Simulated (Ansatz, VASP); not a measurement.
# ZnS (Wurtzite-2H): VASP beside Ansatz, part 3 of 3

Aim: how closely do two programs agree when they are given the same cell, functional and k mesh? The cell is taken from a series of runs on this material, whose earlier steps may have relaxed, scaled, displaced or heated it; both programs get it as it stands.

VASP 6.6.1 and Ansatz 0.2.0.

So far: Starting point; VASP: zone-centre phonons, LDA.

## Step 3: Ansatz: zone-centre phonons, LDA

Level of this step: Ansatz beside VASP: Kohn-Sham DFT, plane waves, LDA (Ansatz).

Ansatz runs on its PAW soft_1 files.

The same cell, functional (in two slightly different forms) and mesh now go to Ansatz, which takes its cutoff from its data sets.

input.yaml reads:

```yaml
crystal:
  lattice:
    - [3.8503026465, 0.0, 0.0]
    - [-1.9251513232, 3.3344599041, 0.0]
    - [0.0, 0.0, 6.0324272812]
  atoms:
    - { symbol: S, position: [0.3333333333, 0.6666666667, 0.3838251697] }
    - { symbol: S, position: [0.6666666667, 0.3333333333, 0.8838251697] }
    - { symbol: Zn, position: [0.3333333333, 0.6666666667, 0.0011748303] }
    - { symbol: Zn, position: [0.6666666667, 0.3333333333, 0.5011748303] }
kpoints:
  mp_grid: { grid: [12, 12, 8] }
hamiltonian:
  xc: lda
  pseudopotentials: { kind: paw, azcp: { folder: soft_1 }, xc_functional: pbe }
scf:
  occupations: { method: fixed }
output:
  eigenvalues: true
phonons:
  method: dfpt
  dielectric: true
  rigid_motions: translations
```

The run is started by

```
$ ansatz run input.yaml --threads 8 --pin off --max-ram 16384MiB --backend cpu --events-out ev --progress --plain --runs-dir out
```

Numbers of over 12 decimals in the logs are rounded to 6 here.

Log:

```text
Engine: ansatz 0.2.0, x86_64-unknown-linux-gnu
Pseudopotentials: kind: paw
Pseudopotential: S, paw, valence charge 6, recommended cutoff 420 eV (normal), soft_1/S.paw.azcp
Pseudopotential: Zn, paw, valence charge 12, recommended cutoff 420 eV (normal), soft_1/Zn.paw.azcp
Functional definition: SPW92
  exchange = slater_x
  correlation = pw_c
Crystal: 4 atoms, lattice volume = 77.448 Å³
Basis set: ecut = 420 eV, 1509 PW (Γ), exchange–correlation on 54×54×96 points (8 copies of the dense FFT grid, shifted against one another)
Bands: 22, of which v1, the nominal top of the filled ones, is band 18 counted from 1 (17 counted from 0)
Symmetry: 12 space group operations
k-points: 320 of 1152 (irreducible under 2 space group operations, time reversal used)
Non-local potential: S, projectors of the file, l = 0: 2, l = 1: 2, l = 2: 1
Non-local potential: Zn, projectors of the file, l = 0: 2, l = 1: 2, l = 2: 3, l = 3: 1
PAW form: soft (Blöchl's): semilocal exchange-correlation on the pseudo side does not see the compensation charge
PAW frozen core: S, regenerated for the run's functional, and the local potential with it (the file was generated under x = pbe(κ = 0.804, μ = 0.219515), c = pbe(β = 0.066725))
PAW frozen core: Zn, regenerated for the run's functional, and the local potential with it (the file was generated under x = pbe(κ = 0.804, μ = 0.219515), c = pbe(β = 0.066725))
PAW one-centre angular grid: S, 110 points (default); XC on 64 Gauss nodes
PAW one-centre angular grid: Zn, 590 points (default); XC on 64 Gauss nodes
Initial density: superposition of atomic densities (chi_scale 0.1, normalization cell, long waves kept (reshape's long-wave potential 0.00 eV rms))
Initial wavefunctions: pseudopotential atomic-orbital guess
Functional: x = slater, c = lda
SCF iter   1: F=—  HF=-8235.014227 eV  |F-HF|=—  |Δ(HF+E_count)|=         —  Δρ=3.82e-2  dr2=6.81e-1  ethr=3.10e-3  ⟨swp⟩=5.1  Hψ=34730  notcnv=0  defer=614
preconditioner: auto → Resta (q_TF=auto, 2.401 Å⁻¹)  ε∞=6.3  [insulator: Δε(μ)=2.235 eV  Ē_g=11.013 eV  n_scr=22 (ndim 8)  ℏωp=25.3 eV  f_vac=0.007  ε∞_Penn≈6.3]
SCF iter   2: F=—  HF=-8234.851787 eV  |F-HF|=—  |Δ(HF+E_count)|=   1.62e-1  Δρ=1.51e-2  dr2=1.42e-1  ethr=1.89e-3  ⟨swp⟩=2.0  Hψ=14992  notcnv=0  defer=631
SCF iter   3: F=—  HF=-8234.818628 eV  |F-HF|=—  |Δ(HF+E_count)|=   3.32e-2  Δρ=9.75e-3  dr2=5.02e-2  ethr=3.95e-4  ⟨swp⟩=2.0  Hψ=12812  notcnv=0  defer=637
SCF iter   4: F=—  HF=-8234.804258 eV  |F-HF|=—  |Δ(HF+E_count)|=   1.44e-2  Δρ=2.95e-3  dr2=4.41e-3  ethr=1.39e-4  ⟨swp⟩=2.0  Hψ=15363  notcnv=0  defer=637
SCF iter   5: F=—  HF=-8234.804473 eV  |F-HF|=—  |Δ(HF+E_count)|=   2.15e-4  Δρ=4.51e-4  dr2=2.00e-4  ethr=1.23e-5  ⟨swp⟩=2.9  Hψ=12961  notcnv=0  defer=637
SCF iter   6: F=—  HF=-8234.804538 eV  |F-HF|=—  |Δ(HF+E_count)|=   6.51e-5  Δρ=2.39e-4  dr2=4.51e-5  ethr=5.56e-7  ⟨swp⟩=2.2  Hψ=12209  notcnv=0  defer=567
SCF iter   7: F=—  HF=-8234.804552 eV  |F-HF|=—  |Δ(HF+E_count)|=   1.37e-5  Δρ=5.52e-5  dr2=1.05e-6  ethr=1.25e-7  ⟨swp⟩=2.3  Hψ=12861  notcnv=0  defer=7
SCF iter   8: F=—  HF=-8234.804553 eV  |F-HF|=—  |Δ(HF+E_count)|=   1.59e-6  Δρ=1.95e-5  dr2=1.71e-7  ethr=2.91e-9  ⟨swp⟩=2.0  Hψ=11150  notcnv=0  defer=1
SCF iter   9: F=—  HF=-8234.804553 eV  |F-HF|=—  |Δ(HF+E_count)|=   3.74e-9  Δρ=2.39e-6  dr2=3.47e-9  ethr=4.76e-10  ⟨swp⟩=2.5  Hψ=13606  notcnv=0  defer=1
SCF iter  10: F=-8234.804553 eV  HF=-8234.804553 eV  |F-HF|=3.64e-12  |Δ(HF+E_count)|=  3.20e-10  Δρ=3.47e-7  dr2=9.46e-11  ethr=1.00e-12  ⟨swp⟩=8.7  Hψ=59205  notcnv=0
SCF 1 converged in 10 iterations: F = -8234.804553 eV  dr2 = 9.46e-11
  greatest PAW one-centre occupation: 0.984 electrons in one spin orbital (limit 2), on the Zn atom at site 3 (counted from 0), in its partial waves of l = 2
DFPT response loops at Γ: preconditioner auto → Resta (q_TF=auto, 2.401 Å⁻¹)  ε∞=5.5 (no band partly filled); β = 1.00, the filter's whole step (`scf.mixing.beta` (0.50) is not read by the response loops at its default; to damp them type it under 1.00, their step now; it binds the ground state too); Broyden in place of MSR1
── the response to a field inside a basis, on 12×12×8 k-points: an SCF that follows is theirs, and a resumed run solves both again ──
Bands: 19, of which v1, the nominal top of the filled ones, is band 18 counted from 1 (17 counted from 0)
k-points: 168 of 1152 (irreducible under 4 space group operations, time reversal used)
Initial density: handed on by an earlier stage of this run
Initial wavefunctions: pseudopotential atomic-orbital guess (no wavefunctions were taken with the density)
Eigensolver: Dense (168 Hₖ)
SCF iter   1: F=—  HF=-8234.801738 eV  |F-HF|=—  |Δ(HF+E_count)|=         —  Δρ=1.28e-4  dr2=1.87e-6  ethr=1.00e-1
preconditioner: auto → Resta (q_TF=auto, 2.401 Å⁻¹)  ε∞=8.0  [insulator: Δε(μ)=2.272 eV  Ē_g=9.566 eV  n_scr=22 (ndim 8)  ℏωp=25.3 eV  f_vac=0.036  ε∞_Penn≈8.0]
SCF iter   2: F=—  HF=-8234.801739 eV  |F-HF|=—  |Δ(HF+E_count)|=   7.71e-7  Δρ=9.50e-5  dr2=2.32e-6  ethr=5.20e-9
SCF iter   3: F=—  HF=-8234.801739 eV  |F-HF|=—  |Δ(HF+E_count)|=   1.67e-7  Δρ=2.67e-5  dr2=1.01e-7  ethr=5.20e-9
SCF iter   4: F=-8234.801739 eV  HF=-8234.801739 eV  |F-HF|=8.84e-9  |Δ(HF+E_count)|=   1.04e-7  Δρ=4.30e-6  dr2=3.82e-9  ethr=2.79e-10
SCF 1 converged in 4 iterations: F = -8234.801739 eV  dr2 = 3.82e-9
DFPT response loops at Γ: preconditioner auto → Resta (q_TF=auto, 2.401 Å⁻¹)  ε∞=5.1 (no band partly filled); β = 1.00, the filter's whole step (`scf.mixing.beta` (0.50) is not read by the response loops at its default; to damp them type it under 1.00, their step now; it binds the ground state too); Broyden in place of MSR1
SCF converged after 10 iterations
Free energy (F): -8234.804553 eV
Harris-Foulkes:  -8234.804553 eV  (|F-HF|=3.64e-12)
Internal energy: -8234.804553 eV  (E = F + TS)
E sigma→0 (E₀):  -8234.804553 eV
Fermi energy:    5.795637 eV
--- Per-component energies (eV) ---
  E_band       = 2.476441
  E_kinetic    = 508.933661
  E_local      = -4528.587232  (includes V_loc(G=0)·N_el)
  E_nonlocal   = 1715.408521
  E_hartree    = 1720.794587
  E_xc         = -332.399356
  E_vxc        = -269.812195  (∫ρ·V_xc dr)
  E_paw        = -4804.086676  (= ΣΔE_a)
  E_vpaw       = -865.055410  (= ΣTr[D̂ρ^β])
  E_aug_tail   = -0.000518  (compensation charges beyond the density's cutoff)
  E_ewald      = -2518.288222
  E_core_change = 3.420682  (= ΣΔE_core)
  E_smearing   = -0.000000  (= −TS)
  E_closure    = -0.000000  (closes the sum)
  Σ components = -8234.804553   (vs F -8234.804553, Δ=0.00e0)
--- Band table (eV; the first three rows and the last of 320) ---
  k-point 0: bands = [... 14 lower, 4.6624, 5.6851, 5.6851, 5.7956, 7.7794, 8.2415, 11.6616, 11.6616]
  k-point 1: bands = [... 14 lower, 4.6980, 5.4255, 5.6424, 5.6424, 8.1080, 8.2929, 11.6796, 11.6796]
  k-point 2: bands = [... 14 lower, 4.8008, 4.8008, 5.5226, 5.5226, 8.4437, 8.6700, 11.7479, 11.7479]
  k-point 319: bands = [... 14 lower, 3.0541, 3.0541, 4.4390, 4.4390, 10.2551, 10.2551, 11.8112, 11.8112]
--- Phonons (Γ-DFPT): 4 representative perturbations + reference, on 320 of 1152 k-points (Σ response iterations 12) ---
  k mesh reduced under 2 symmetry operations, with k and −k counted as one. Each operation leaves every solved perturbation unchanged. A smaller set is not considered because the run solves the response to a homogeneous field
  ASR residual: 2.248e-4 → 0.000e0 eV/Å²; symmetrization residual: 1.134e-5 eV/Å²
  ASR residual per site (eV/Å²): 7.17e-5 7.17e-5 2.25e-4 2.25e-4
  Γ frequencies (cm⁻¹): 0.00 0.00 0.00 71.23 71.23 187.50 268.65 268.65 274.20 275.56 275.56 339.49
  ε∞ (high-frequency dielectric tensor):
        6.155105    -0.000000     0.000000
        0.000000     6.155105     0.000000
        0.000000    -0.000000     6.075520
  ε⁰ (static dielectric tensor: ions relaxed, cell fixed):
        9.202525     0.000000     0.000000
        0.000000     9.202525     0.000000
        0.000000     0.000000     9.089112
  ε⁰ − ε∞ (ionic part):
        3.047420     0.000000     0.000000
        0.000000     3.047420     0.000000
        0.000000     0.000000     3.013592
  softest optical mode at Γ: 71.23 cm⁻¹; the repairs (sum rule, projections) moved no ω² at Γ by more than (1.45 cm⁻¹)²
  Born effective charges Z* (e; rows j = field, columns β = displacement):
    site 0:
        -1.92959   -0.00000   -0.00000
        -0.00000   -1.92959    0.00000
        -0.00000    0.00000   -1.95853
    site 1:
        -1.92959   -0.00000    0.00000
         0.00000   -1.92959   -0.00000
         0.00000   -0.00000   -1.95853
    site 2:
         1.92959    0.00000   -0.00000
         0.00000    1.92959    0.00000
        -0.00000    0.00000    1.95853
    site 3:
         1.92959    0.00000    0.00000
         0.00000    1.92959   -0.00000
         0.00000   -0.00000    1.95853
  Z* charge neutrality: 1.767e-3 e pre-enforcement
  solved inside a basis spanned on kpoints, on 12×12×8 k-points, its susceptibility summed on 18×18×10: ε∞ is read to err by 1.7e-2, Z* by 1.3e-2 e (field_mesh: kpoints solves on kpoints); Z* is corrected for what the basis lacks
  optical modes at Γ without the LO–TO term, one row a degenerate level:
      ω (cm⁻¹)  modes    IR ((D/Å)²/amu)
         71.23      2             0.0000
        187.50      1             0.0000
        268.65      2            15.9728
[...]
optical modes at Γ + LO–TO along q̂ = [1.0000, 0.0000, 0.0000]:
      ω (cm⁻¹)  modes    IR ((D/Å)²/amu)
[...]
optical modes at Γ + LO–TO along q̂ = [0.0000, 1.0000, 0.0000]:
      ω (cm⁻¹)  modes    IR ((D/Å)²/amu)
[...]
328.49      1             7.9864
        339.49      1             0.0000
  optical modes at Γ + LO–TO along q̂ = [0.0000, 0.0000, 1.0000]:
      ω (cm⁻¹)  modes    IR ((D/Å)²/amu)
         71.23      2             0.0000
        187.50      1             0.0000
        268.65      2            15.9728
        275.56      2             0.0000
        335.38      1             8.2278
        339.49      1             0.0000
```

## Step 4: Comparison

Known differences besides the potentials themselves: fixed occupations in Ansatz, narrow Gaussian smearing in VASP; VASP's response is taken on the typed mesh, Ansatz refines its own for the field response alone; the cutoff is 420 eV in Ansatz and 500 eV in VASP; VASP's log shows a relativistic correction to its local exchange, Ansatz's none. Total energies have different zeros and are not compared.

The two programs side by side:

```
                                     quantity  Ansatz   VASP  difference
                                        ε∞ xx    6.16   6.10     +0.84 %
                                        ε∞ yy    6.16   6.10     +0.84 %
                                        ε∞ zz    6.08   6.02     +0.89 %
 Born charge of S1 (mean of the diagonal) (e)   -1.94  -1.95       +0.01
Born charge of Zn3 (mean of the diagonal) (e)    1.94   1.95       -0.01
                   optical mode 1 to 2 (cm⁻¹)    71.2   70.6     +0.83 %
                        optical mode 3 (cm⁻¹)   187.5  188.3     -0.45 %
                   optical mode 4 to 5 (cm⁻¹)   268.6  269.8     -0.43 %
                        optical mode 6 (cm⁻¹)   274.2  275.5     -0.48 %
                   optical mode 7 to 8 (cm⁻¹)   275.6  276.7     -0.42 %
                        optical mode 9 (cm⁻¹)   339.5  340.4     -0.27 %
```

Modes are paired by rising frequency, not by their patterns, so a pair may set unlike modes beside each other; they are those without the splitting of longitudinal modes.

## Step 5: Results

```yaml
r_m_s_difference_of_the_optical_zone_centre_modes_each_program_s_sorted_by_frequency_zone_centre_phonons_lda: 1.0 cm⁻¹
difference_in_eps_infinity_zz_zone_centre_phonons_lda: +0.9 %
```

**Reading.** The r.m.s. difference of the optical zone-centre modes, each program's sorted by frequency is 1.0 cm⁻¹ (zone-centre phonons, LDA). Among the rows given in per cent, the largest difference of the zone-centre phonons, LDA pair is in ε∞ zz, +0.9 %. Such differences can come from data sets, numerical settings and the points named under the comparisons, not from the functional's error against experiment.

[Lines on the potential files, build, host, timing and source positions are cut from VASP's logs without a mark.]

[Logs are printed without paths, hosts, clocks, repeated set-up lines and the standing remarks that a program may print on its own settings, such as how far it seeks lower states.]

[Hosts, paths, dates, database ids (printed as entryN), source tags and the programs' standing remarks are cut or masked in the printed files.]
